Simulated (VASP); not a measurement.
The cell holds one LiCl (rock salt) (100) slab, with vacuum along c, ions free to move until forces fall under 0.03 eV/Å, no reconstruction beyond this cell, dipole correction on. Ionisation potential and electron affinity count from the cell's own band edges, surface states included.

Input:

```
LiCl
1.0
    3.57932     0.00000     0.00000
    0.00000     3.57932     0.00000
    0.00000     0.00000    24.89602
Li Cl
4 4
Direct
  0.00000   0.50000   0.35227
  0.50000   0.00000   0.44600
  0.00000   0.50000   0.55400
  0.50000   0.00000   0.64773
  0.00000   0.50000   0.44969
  0.50000   0.00000   0.34475
  0.00000   0.50000   0.65525
  0.50000   0.00000   0.55031
```

The numbers are results of PBEsol GGA, VASP's PBE PAW potentials (set 64) (plane waves; VASP 6.6.1), not measurements. Settings: 450 eV cut-off, 6×6×1 Γ-centred mesh, Gaussian smearing of 0.050 eV, potentials Li_sv Cl.

Slab and bulk use different k-meshes, so the surface energy is good to a few per cent at best.

Predict its surface energy, ionisation potential, electron affinity.

```
Item                      Value
--------------------  ---------
surface energy        0.17 J/m²
ionisation potential    7.07 eV
electron affinity       1.13 eV
```

The cell is a thin slab with vacuum, built from LiCl (rock salt): (100) face.
